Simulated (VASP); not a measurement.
**GeB2C2: single point with r2SCAN**

Crystal: GeB2C2.

```
Ge B C
1.0
     2.76576    0.00000    0.00000
     0.00000    4.19639    0.00000
     0.00000    0.00000    4.69212
Ge B C
1 2 2
Direct
  0.00000 0.00000 0.97090
  0.50000 0.50000 0.83570
  0.00000 0.50000 0.34189
  0.00000 0.50000 0.67571
  0.50000 0.50000 0.17559
```

The cell was built by a generator and needn't be a form met in nature.

```yaml
Program: VASP 6.6.1
Task: single point
Functional: r2SCAN
Potentials_or_basis: VASP PAW PBE potentials, release 64 (Ge_d, B, C)
Cutoff: 520 eV
k_mesh: 10 × 8 × 6
Occupations: gaussian, width 0.1 eV
Spin: no spin polarisation
Further_INCAR_settings: ALGO = Normal; EDIFF = 1e-06; NBANDS = 22
```

```yaml
Pressure: -2.3 GPa
Largest_force: 0.152 eV/Å
Band_gap_on_the_k_mesh: none (metal or under the smearing width)
```

Forces on the atoms (eV/Å):
```
Ge   0.000  0.000 -0.067
B    0.000  0.000  0.088
B    0.000  0.000  0.113
C    0.000  0.000  0.019
C    0.000  0.000 -0.152
```

Stress tensor (GPa, compression positive):
```
-2.84  0.00  0.00
 0.00 -1.58  0.00
 0.00  0.00 -2.37
```

Levels at points of the mesh, in eV from the Fermi level:
```tsv
k point	band 10	band 11	band 12	band 13	band 14	band 15	band 16	band 17	band 18	band 19
(0.00, 0.00, 0.00)	-6.51	-3.49	-0.91	-0.44	-0.05	0.96	2.43	5.99	7.24	8.05
(0.50, 0.00, 0.00)	-5.95	-5.51	-2.87	-2.18	-1.64	-1.43	3.89	4.04	4.10	5.61
(0.00, 0.50, 0.00)	-3.69	-3.38	-1.40	-0.42	0.00	3.30	3.86	5.77	7.74	8.04
(0.50, 0.50, 0.00)	-6.59	-5.65	-5.40	-5.19	-0.06	1.90	1.93	5.27	6.13	8.70
(0.00, 0.00, 0.50)	-4.00	-3.93	-3.30	-2.46	-2.05	-0.23	6.80	7.68	8.50	8.52
(0.50, 0.00, 0.50)	-3.44	-3.00	-2.98	-1.45	-1.42	-1.41	1.00	2.93	3.20	6.83
(0.00, 0.50, 0.50)	-4.22	-3.86	-2.33	-2.02	1.03	4.07	4.14	6.87	7.72	8.16
(0.50, 0.50, 0.50)	-6.61	-5.48	-3.02	-2.86	-2.30	0.92	5.19	5.44	5.63	7.16
```

It took 6.9 min on 4 MPI ranks on AMD EPYC 7R43 64-Core Processor (Zen 3), with other jobs on the host, peak memory 0.23 GiB a rank.

Caveat: the PAW data sets were made with another functional, which shifts forces and pressure a little.
